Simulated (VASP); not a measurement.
Consider the following.

```xyz
17
Lattice="5.6098 0.0000 0.0000 2.8049 4.8582 0.0000 0.0000 0.0000 21.0374" Properties=species:S:1:pos:R:3 pbc="T T T"
Pt     0.0000     0.0000     7.0736
Pt     2.8049     0.0058     7.0668
Pt     1.4075     2.4262     7.0668
Pt     4.2023     2.4262     7.0668
Pt     1.4036     0.8104     9.3872
Pt     4.2062     0.8104     9.3872
Pt     2.8049     3.2375     9.3872
Pt     5.6098     3.2388     9.3740
Pt     5.6098     1.6055    11.6563
Pt     2.8049     1.6194    11.6451
Pt     7.0243     4.0555    11.6563
Pt     4.1953     4.0555    11.6563
Pt     0.0000     0.0000    14.0407
Pt     5.6098     4.8527    13.9120
Pt     7.0075     2.4319    13.9120
Pt     4.2121     2.4319    13.9120
F      0.0000     0.0000    16.0062
```

Method: PBE GGA, VASP's PBE PAW potentials (set 64) (plane waves; VASP 6.6.1). Numerical set-up: PREC = Normal, 400 eV cut-off, 5×5×1 Γ-centred mesh, first-order Methfessel-Paxton smearing of 0.10 eV, potentials Pt F.

Unless said otherwise, spin-orbit coupling is left out, though it shifts the bands of the heavy elements here.

Task: Estimate the energy per atom (σ→0), band gap (on the k-mesh) with the smallest direct gap where there is one.

Result: 
```yaml
band gap (on the k-mesh): none (metal, semimetal or under 0.01 eV)
energy per atom (σ→0): -5.653 eV/atom
```

The absolute energy has meaning only against runs of the same code, potentials and settings.

The cell is a thin slab with vacuum, built from Pt (fcc): (111) face, F adsorbed.
